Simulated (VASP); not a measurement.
# BaTiO3: accuracy against cost in the smearing and PAW data sets

A convergence test on BaTiO3: the smearing and PAW data sets. The series runs use r2SCAN. The smearing tried: ISMEAR = 0, SIGMA = 0.01; ISMEAR = 0, SIGMA = 0.05; ISMEAR = 0, SIGMA = 0.1; ISMEAR = 0, SIGMA = 0.2; ISMEAR = 0, SIGMA = 0.5; ISMEAR = 1, SIGMA = 0.01; ISMEAR = 1, SIGMA = 0.05; ISMEAR = 1, SIGMA = 0.1; ISMEAR = 1, SIGMA = 0.2; ISMEAR = 1, SIGMA = 0.5; ISMEAR = -5. The PAW data sets tried: minimal 64: Ba_sv Ti O; recommended 64: Ba_sv Ti_sv O; recommended 54: Ba_sv Ti_sv O; materialsproject 64: Ba_sv Ti_pv O; gw 64: Ba_sv_GW Ti_sv_GW O_GW; hard 64: Ba_sv Ti_sv O_h; soft 64: Ba_sv Ti_sv O_s. The start is a cell from a database of measured crystal structures.

Main program and level: VASP 6.6.1; r2SCAN; plane waves and PAW (Ba_sv, Ti_sv, O), in the first sound run; inputs show where later runs differ.

Most raw output is cut from this account.

## (1) Starting point

Symmetry: Pm-3m, No. 221, cubic system. Conventional cell: a = 4.006 Å, b = 4.006 Å, c = 4.006 Å, α = 90.00°, β = 90.00°, γ = 90.00°. Ba has 12 O at 2.83 Å nearest. Ti has 6 O at 2.00 Å nearest. Nearest to O lie 2 Ti at 2.00 Å and 4 Ba at 2.83 Å. Farther neighbours and most contacts between anions are not listed.

As a file:

```cif
data_structure
_symmetry_space_group_name_H-M 'P 1'
_symmetry_Int_Tables_number 1
_cell_length_a 4.0060
_cell_length_b 4.0060
_cell_length_c 4.0060
_cell_angle_alpha 90.000
_cell_angle_beta 90.000
_cell_angle_gamma 90.000
_cell_volume 64.29
loop_
_atom_site_label
_atom_site_type_symbol
_atom_site_fract_x
_atom_site_fract_y
_atom_site_fract_z
_atom_site_occupancy
Ba1 Ba 0.50000 0.50000 0.50000 1
Ti2 Ti 0.00000 0.00000 0.00000 1
O3 O 0.50000 0.00000 0.00000 1
O4 O 0.00000 0.50000 0.00000 1
O5 O 0.00000 0.00000 0.50000 1
```

## (2) Smearing: ISMEAR = 0, SIGMA = 0.01

With a gap, smearing should do nothing until its tail reaches across the gap. r2SCAN adds the kinetic-energy density, costs more than a GGA and is run with LASPH.

Input file INCAR:

```
SYSTEM = BaTiO3
PREC = Accurate
ENCUT = 520
EDIFF = 1E-06
NELM = 100
ISMEAR = 0
SIGMA = 0.01
LREAL = .FALSE.
ALGO = Normal
METAGGA = R2SCAN
LASPH = .TRUE.
NBANDS = 26
LORBIT = 11
LWAVE = .FALSE.
LCHARG = .FALSE.
KPAR = 4
ISIF = 2
```

Input file POSCAR:

```
BaTiO3
1.0
    4.0060000000      0.0000000000      0.0000000000
    0.0000000000      4.0060000000      0.0000000000
    0.0000000000      0.0000000000      4.0060000000
Ba Ti O
1 1 3
Direct
    0.5000000000      0.5000000000      0.5000000000
    0.0000000000      0.0000000000      0.0000000000
    0.5000000000      0.0000000000      0.0000000000
    0.0000000000      0.5000000000      0.0000000000
    0.0000000000      0.0000000000      0.5000000000
```

Input file KPOINTS:

```
Automatic mesh
0
Gamma
6 6 6
0 0 0
```

The projector-augmented-wave data sets are Ba_sv, Ti_sv and O (PBE family, release 64).

Started as:

```bash
$ mpirun -np 4 vasp_std
```

It took 48 s on 4 MPI ranks of AMD EPYC 7R43, shared host; peak memory 0.66 GiB; 3.1 min of CPU time.

The gap is read on the k-mesh alone, so it is an upper bound where the band edges lie off the mesh. Harder data sets than Ba_sv exist (the GW ones), and pressures, volumes and forces can shift noticeably with them. The PAW data sets were made with PBE, which is usual practice but a small mismatch for other functionals.

Numbers from this step:

| Property | Result |
| --- | --- |
| SCF cycles | 17 |
| electrons | 40 |
| bands | 26 |
| irreducible k-points | 20 |
| symmetry operations | 48 |
| free energy (TOTEN) | -74.2348 eV |
| Fermi energy | 3.633 eV |
| pressure | 0.3271 GPa |
| metallic | no |
| valence top at k | 0.5, 0.5, 0.5 |
| conduction bottom at k | 0, 0, 0 |
| least direct gap at k | 0, 0, 0 |
| gap on the k-mesh | 2.127 eV |
| least direct gap on the k-mesh | 2.286 eV |

The series starts at -14.8470 eV an atom and 0.33 GPa, after 17 cycles in 48 s. The entropy term T·S comes to 0.00 meV an atom in size.

## (3) Smearing: ISMEAR = 0, SIGMA = 0.05

Edit INCAR of step 2 so:

```diff
@@ -6,3 +6,3 @@
 ISMEAR = 0
-SIGMA = 0.01
+SIGMA = 0.05
 LREAL = .FALSE.
```

POSCAR is that of step 2.

KPOINTS is that of step 2.

Started as:

```bash
$ mpirun -np 4 vasp_std
```

Elapsed: 48 s, on 4 MPI ranks; peak memory 0.64 GiB.

Against the run before the energy at zero width stays within 0.01 meV an atom and the pressure within 0.01 GPa, after 17 cycles in 48 s. The entropy term T·S comes to 0.00 meV an atom in size.

## (4) Smearing: ISMEAR = 0, SIGMA = 0.1

Edit INCAR of step 3 so:

```diff
@@ -6,3 +6,3 @@
 ISMEAR = 0
-SIGMA = 0.05
+SIGMA = 0.1
 LREAL = .FALSE.
```

POSCAR is that of step 3.

KPOINTS is that of step 3.

Started as:

```bash
$ mpirun -np 4 vasp_std
```

It took 47 s on 4 MPI ranks; peak memory 0.65 GiB.

Against the run before the energy at zero width stays within 0.01 meV an atom and the pressure within 0.01 GPa, after 17 cycles in 47 s. The entropy term T·S comes to 0.00 meV an atom in size.

## (5) Smearing: ISMEAR = 0, SIGMA = 0.2

Edit INCAR of step 4 so:

```diff
@@ -6,3 +6,3 @@
 ISMEAR = 0
-SIGMA = 0.1
+SIGMA = 0.2
 LREAL = .FALSE.
```

POSCAR is that of step 4.

KPOINTS is that of step 4.

Started as:

```bash
$ mpirun -np 4 vasp_std
```

Wall time 46 s (4 MPI ranks); peak memory 0.66 GiB; 3 min of CPU time.

Against the run before the energy at zero width stays within 0.01 meV an atom and the pressure within 0.01 GPa, after 17 cycles in 46 s. The entropy term T·S comes to 0.00 meV an atom in size.

## (6) Smearing: ISMEAR = 0, SIGMA = 0.5

Edit INCAR of step 5 so:

```diff
@@ -6,3 +6,3 @@
 ISMEAR = 0
-SIGMA = 0.2
+SIGMA = 0.5
 LREAL = .FALSE.
```

POSCAR is that of step 5.

KPOINTS is that of step 5.

Started as:

```bash
$ mpirun -np 4 vasp_std
```

Elapsed: 46 s, on 4 MPI ranks; peak memory 0.64 GiB.

Against the run before the energy at zero width moves by +0.04 meV an atom while the pressure stays within 0.01 GPa, after 17 cycles in 46 s. The entropy term T·S comes to 0.08 meV an atom in size.

## (7) Smearing: ISMEAR = 1, SIGMA = 0.01

Edit INCAR of step 6 so:

```diff
@@ -5,4 +5,4 @@
 NELM = 100
-ISMEAR = 0
-SIGMA = 0.5
+ISMEAR = 1
+SIGMA = 0.01
 LREAL = .FALSE.
```

POSCAR is that of step 6.

KPOINTS is that of step 6.

Started as:

```bash
$ mpirun -np 4 vasp_std
```

It took 46 s on 4 MPI ranks; peak memory 0.66 GiB; 3 min of CPU time.

Methfessel-Paxton smearing is not meant for a cell with a gap.

Against the first of the series the energy at zero width stays within 0.01 meV an atom and the pressure within 0.01 GPa, after 17 cycles in 46 s. The entropy term T·S comes to 0.00 meV an atom in size.

## (8) Smearing: ISMEAR = 1, SIGMA = 0.05

Edit INCAR of step 7 so:

```diff
@@ -6,3 +6,3 @@
 ISMEAR = 1
-SIGMA = 0.01
+SIGMA = 0.05
 LREAL = .FALSE.
```

POSCAR is that of step 7.

KPOINTS is that of step 7.

Started as:

```bash
$ mpirun -np 4 vasp_std
```

Run time: 44 s. Hardware: 4 MPI ranks; peak memory 0.66 GiB.

Against the run before the energy at zero width moves by +0.01 meV an atom while the pressure stays within 0.01 GPa, after 17 cycles in 44 s. The entropy term T·S comes to 0.04 meV an atom in size.

## (9) Smearing: ISMEAR = 1, SIGMA = 0.1

Edit INCAR of step 8 so:

```diff
@@ -6,3 +6,3 @@
 ISMEAR = 1
-SIGMA = 0.05
+SIGMA = 0.1
 LREAL = .FALSE.
```

POSCAR is that of step 8.

KPOINTS is that of step 8.

Started as:

```bash
$ mpirun -np 4 vasp_std
```

It took 46 s on 4 MPI ranks; peak memory 0.66 GiB; 3 min of CPU time.

Against the run before the energy at zero width moves by +0.02 meV an atom while the pressure stays within 0.01 GPa, after 17 cycles in 46 s. The entropy term T·S comes to 0.12 meV an atom in size.

## (10) Smearing: ISMEAR = 1, SIGMA = 0.2

Edit INCAR of step 9 so:

```diff
@@ -6,3 +6,3 @@
 ISMEAR = 1
-SIGMA = 0.1
+SIGMA = 0.2
 LREAL = .FALSE.
```

POSCAR is that of step 9.

KPOINTS is that of step 9.

Started as:

```bash
$ mpirun -np 4 vasp_std
```

Run time: 45 s. Hardware: 4 MPI ranks; peak memory 0.64 GiB; 2.9 min of CPU time.

Against the run before the energy at zero width moves by -0.08 meV an atom while the pressure stays within 0.01 GPa, after 17 cycles in 45 s. The entropy term T·S comes to 1.09 meV an atom in size.

## (11) Smearing: ISMEAR = 1, SIGMA = 0.5

Edit INCAR of step 10 so:

```diff
@@ -6,3 +6,3 @@
 ISMEAR = 1
-SIGMA = 0.2
+SIGMA = 0.5
 LREAL = .FALSE.
```

POSCAR is that of step 10.

KPOINTS is that of step 10.

Started as:

```bash
$ mpirun -np 4 vasp_std
```

The job ended after 46 s (4 MPI ranks; peak memory 0.63 GiB).

Against the run before the energy at zero width moves by +0.82 meV an atom and the pressure by -0.01 GPa, after 17 cycles in 46 s. The entropy term T·S comes to 12.59 meV an atom in size.

## (12) Smearing: ISMEAR = -5

Edit INCAR of step 11 so:

```diff
@@ -5,4 +5,4 @@
 NELM = 100
-ISMEAR = 1
-SIGMA = 0.5
+ISMEAR = -5
+SIGMA = 0.05
 LREAL = .FALSE.
```

POSCAR is that of step 11.

KPOINTS is that of step 11.

Started as:

```bash
$ mpirun -np 4 vasp_std
```

It took 46 s on 4 MPI ranks; peak memory 0.64 GiB.

Against the first of the series the energy at zero width stays within 0.01 meV an atom and the pressure within 0.01 GPa, after 17 cycles in 46 s.

## (13) The smearing series as a table

This step: convergence of r2SCAN results with the smearing; plane waves and PAW (VASP 6.6.1).

This step runs nothing: it gathers the runs above.

Differences are taken from the run with ISMEAR = 0, SIGMA = 0.01. Results of the series, by row:

| setting | status | energy less the reference (meV/atom) | pressure (GPa) | gap (eV) | SCF cycles | wall time (s) |
| --- | --- | --- | --- | --- | --- | --- |
| ISMEAR = 0, SIGMA = 0.01 | converged | 0 | 0.3271 | 2.127 | 17 | 48 |
| ISMEAR = 0, SIGMA = 0.05 | converged | 0 | 0.3271 | 2.127 | 17 | 48 |
| ISMEAR = 0, SIGMA = 0.1 | converged | 0 | 0.3271 | 2.127 | 17 | 47 |
| ISMEAR = 0, SIGMA = 0.2 | converged | 0 | 0.3271 | 2.127 | 17 | 46 |
| ISMEAR = 0, SIGMA = 0.5 | converged | 0.03552 | 0.3313 | 2.127 | 17 | 46 |
| ISMEAR = 1, SIGMA = 0.01 | converged | 0 | 0.3271 | 2.127 | 17 | 46 |
| ISMEAR = 1, SIGMA = 0.05 | converged | 0.00901 | 0.3268 | 2.127 | 17 | 44 |
| ISMEAR = 1, SIGMA = 0.1 | converged | 0.03158 | 0.3266 | 2.127 | 17 | 46 |
| ISMEAR = 1, SIGMA = 0.2 | converged | -0.04848 | 0.3229 | 2.128 | 17 | 45 |
| ISMEAR = 1, SIGMA = 0.5 | converged | 0.7749 | 0.3092 | 2.134 | 17 | 46 |
| ISMEAR = -5 | converged | 0 | 0.3271 | 2.127 | 17 | 46 |

## (14) PAW data sets: minimal 64: Ba sv Ti O

This step: r2SCAN; plane waves and PAW (Ba_sv, Ti, O) (VASP 6.6.1).

Data sets differ in which electrons are valence and how hard the partial waves are.

Edit INCAR of step 12 so:

```diff
@@ -5,3 +5,3 @@
 NELM = 100
-ISMEAR = -5
+ISMEAR = -1
 SIGMA = 0.05
@@ -11,3 +11,3 @@
 LASPH = .TRUE.
-NBANDS = 26
+NBANDS = 22
 LORBIT = 11
```

POSCAR is that of step 12.

KPOINTS is that of step 12.

PAW data sets: Ba_sv, Ti and O (PBE family, release 64).

Started as:

```bash
$ mpirun -np 4 vasp_std
```

It took 37 s on 4 MPI ranks; peak memory 0.62 GiB; 2.4 min of CPU time.

The data set Ti keeps the semicore shell frozen, which is cheaper and a little less accurate.

Numbers from this step:

| Quantity | Value |
| --- | --- |
| SCF cycles | 16 |
| electrons | 32 |
| bands | 22 |
| free energy (TOTEN) | -73.7584 eV |
| Fermi energy | 3.034 eV |
| pressure | 0.8049 GPa |
| gap on the k-mesh | 1.938 eV |
| least direct gap on the k-mesh | 2.052 eV |

The series starts at -14.7517 eV an atom and 0.80 GPa, after 16 cycles in 37 s.

## (15) PAW data sets: recommended 64: Ba sv Ti sv O

This step: r2SCAN; plane waves and PAW (Ba_sv, Ti_sv, O) (VASP 6.6.1).

Edit INCAR of step 14 so:

```diff
@@ -11,3 +11,3 @@
 LASPH = .TRUE.
-NBANDS = 22
+NBANDS = 26
 LORBIT = 11
```

POSCAR is that of step 14.

KPOINTS is that of step 14.

The projector-augmented-wave data sets are Ba_sv, Ti_sv and O (PBE family, release 64).

Started as:

```bash
$ mpirun -np 4 vasp_std
```

The job ended after 45 s (4 MPI ranks; peak memory 0.64 GiB; 2.9 min of CPU time).

With 40 valence electrons the pressure is 0.33 GPa, -0.48 GPa from the first of the series, after 17 cycles in 45 s.

## (16) PAW data sets: recommended 54: Ba sv Ti sv O

INCAR is that of step 15.

POSCAR is that of step 15.

KPOINTS is that of step 15.

Potentials, in the order of the species: Ba_sv, Ti_sv and O (PBE family, release 54).

Started as:

```bash
$ mpirun -np 4 vasp_std
```

Elapsed: 46 s, on 4 MPI ranks; peak memory 0.65 GiB; 3 min of CPU time.

With 40 valence electrons the pressure is 0.33 GPa, -0.48 GPa from the first of the series, after 17 cycles in 46 s.

## (17) PAW data sets: materialsproject 64: Ba sv Ti pv O

This step: r2SCAN; plane waves and PAW (Ba_sv, Ti_pv, O) (VASP 6.6.1).

Edit INCAR of step 16 so:

```diff
@@ -11,3 +11,3 @@
 LASPH = .TRUE.
-NBANDS = 26
+NBANDS = 25
 LORBIT = 11
```

POSCAR is that of step 16.

KPOINTS is that of step 16.

Potentials, in the order of the species: Ba_sv, Ti_pv and O (PBE family, release 64).

Started as:

```bash
$ mpirun -np 4 vasp_std
```

The job ended after 43 s (4 MPI ranks; peak memory 0.65 GiB; 2.8 min of CPU time).

With 38 valence electrons the pressure is 0.38 GPa, -0.43 GPa from the first of the series, after 16 cycles in 43 s.

## (18) PAW data sets: GW 64: Ba sv GW Ti sv GW O GW

This step: r2SCAN; plane waves and PAW (Ba_sv_GW, Ti_sv_GW, O_GW) (VASP 6.6.1).

Edit INCAR of step 17 so:

```diff
@@ -2,3 +2,3 @@
 PREC = Accurate
-ENCUT = 520
+ENCUT = 540
 EDIFF = 1E-06
@@ -11,3 +11,3 @@
 LASPH = .TRUE.
-NBANDS = 25
+NBANDS = 26
 LORBIT = 11
```

POSCAR is that of step 17.

KPOINTS is that of step 17.

PAW data sets: Ba_sv_GW, Ti_sv_GW and O_GW (PBE family, release 64).

Started as:

```bash
$ mpirun -np 4 vasp_std
```

It took 54 s on 4 MPI ranks; peak memory 0.7 GiB.

With 40 valence electrons the pressure is -2.34 GPa, -3.14 GPa from the first of the series, after 16 cycles in 54 s.

## (19) PAW data sets: hard 64: Ba sv Ti sv O h

This step: r2SCAN; plane waves and PAW (Ba_sv, Ti_sv, O_h) (VASP 6.6.1).

Edit INCAR of step 18 so:

```diff
@@ -2,3 +2,3 @@
 PREC = Accurate
-ENCUT = 540
+ENCUT = 1000
 EDIFF = 1E-06
```

POSCAR is that of step 18.

KPOINTS is that of step 18.

The projector-augmented-wave data sets are Ba_sv, Ti_sv and O_h (PBE family, release 64).

Started as:

```bash
$ mpirun -np 4 vasp_std
```

The job ended after 1.8 min (4 MPI ranks; peak memory 1.2 GiB).

With 40 valence electrons the pressure is 0.49 GPa, -0.31 GPa from the first of the series, after 16 cycles in 1.8 min.

## (20) PAW data sets: soft 64: Ba sv Ti sv O s

This step: r2SCAN; plane waves and PAW (Ba_sv, Ti_sv, O_s) (VASP 6.6.1).

Edit INCAR of step 19 so:

```diff
@@ -2,3 +2,3 @@
 PREC = Accurate
-ENCUT = 1000
+ENCUT = 400
 EDIFF = 1E-06
```

POSCAR is that of step 19.

KPOINTS is that of step 19.

PAW data sets: Ba_sv, Ti_sv and O_s (PBE family, release 64).

Started as:

```bash
$ mpirun -np 4 vasp_std
```

Run time: 37 s. Hardware: 4 MPI ranks; peak memory 0.54 GiB.

With 40 valence electrons the pressure is 0.05 GPa, -0.76 GPa from the first of the series, after 16 cycles in 37 s.

## (21) The PAW data sets series as a table

This step: convergence of r2SCAN results with the datasets; plane waves and PAW (VASP 6.6.1).

This step runs nothing: it gathers the runs above.

Results of the series, by row:

| setting | status | pressure (GPa) | gap (eV) | SCF cycles | wall time (s) |
| --- | --- | --- | --- | --- | --- |
| minimal 64: Ba_sv Ti O, 520 eV | converged | 0.8049 | 1.938 | 16 | 37 |
| recommended 64: Ba_sv Ti_sv O, 520 eV | converged | 0.3271 | 2.127 | 17 | 45 |
| recommended 54: Ba_sv Ti_sv O, 520 eV | converged | 0.3271 | 2.127 | 17 | 46 |
| materialsproject 64: Ba_sv Ti_pv O, 520 eV | converged | 0.3777 | 2.093 | 16 | 43 |
| gw 64: Ba_sv_GW Ti_sv_GW O_GW, 540 eV | converged | -2.338 | 2.145 | 16 | 54 |
| hard 64: Ba_sv Ti_sv O_h, 1000 eV | converged | 0.4905 | 2.136 | 16 | 108 |
| soft 64: Ba_sv Ti_sv O_s, 400 eV | converged | 0.04619 | 2.112 | 16 | 37 |

## (22) What came out

```
spread of the pressure over the smearing      : 0.0221 GPa
spread of the energy over the smearing        : 0.823 meV/atom
spread of the pressure over the PAW data sets : 3.14 GPa
```

In words: The usual rule keeps the entropy term T·S under 1 meV an atom, which holds up to a width of 0.5 eV for Gaussian and 0.1 eV for first-order Methfessel-Paxton. Farthest in energy from the narrowest smearing lies ISMEAR = 1, SIGMA = 0.5 (+0.8 meV an atom, -0.02 GPa). Methfessel-Paxton smearing is made for metals and can give negative occupations at band edges. The choice of data set moves the pressure between -2.34 GPa (gw 64: Ba_sv_GW Ti_sv_GW O_GW) and 0.80 GPa (minimal 64: Ba_sv Ti O); the cutoffs differ too (1000, 400, 520 and 540 eV). The gap moves by up to 0.21 eV. Data sets differ in their zero of energy, so energies are not compared. Forces vanish by symmetry in this cell, so the series can't test them.

[Lines on the potential files, build, host, timing and source positions are cut from VASP's logs without a mark.]

[Logs are printed without paths, hosts, clocks, repeated set-up lines and the standing remarks that a program may print on its own settings, such as how far it seeks lower states.]

[Hosts, paths, dates, database ids (printed as entryN), source tags and the programs' standing remarks are cut or masked in the printed files.]

[A measured line is paired with the nearest computed mode of its activity, which favours agreement.]
